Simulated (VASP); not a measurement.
Calculation: optB88-vdW, VASP's PBE PAW potentials (set 64) (plane waves; VASP).

VASP input:

### POSCAR
```
BN bilayer
19.0087030
  0.1320429317   0.0000000000   0.0000000000
 -0.0660214658   0.1143525538   0.0000000000
  0.0000000000   0.0000000000   1.0000000099
B N
2 2
direct
  0.6666670000   0.3333330000   0.4138640000
  0.3333330000   0.6666670000   0.5861360000
  0.3333330000   0.6666670000   0.4138640000
  0.6666670000   0.3333330000   0.5861360000
```

### INCAR
```
SYSTEM = BN bilayer
PREC = Normal
ENCUT = 500
EDIFF = 1E-6
NELM = 100
ALGO = Normal
LREAL = .FALSE.
LASPH = .TRUE.
ISMEAR = 0
SIGMA = 0.05
GGA = BO
PARAM1 = 0.1833333333
PARAM2 = 0.22
LUSE_VDW = .TRUE.
AGGAC = 0.0
LWAVE = .FALSE.
LCHARG = .FALSE.
NELMIN = 4
LVHAR = .TRUE.
LORBIT = 11
```

### KPOINTS
```
Automatic
0
gamma
  12 12 1
0 0 0
```

POTCAR, in this order: B N (PBE.64 set). Program: vasp_std. Read from the step before: WAVECAR.

What will the output report for the number of irreducible k-points (NKPTS), largest plane-wave count, number of space-group operations, FFT grid (NGX, NGY, NGZ)?

The number of irreducible k-points (NKPTS) is 19 and the largest plane-wave count comes out as 2676. The number of space-group operations comes out as 12 and the FFT grid (NGX, NGY, NGZ) is 14 × 14 × 108.

The cell is a sheet with vacuum, built from BN (hex).
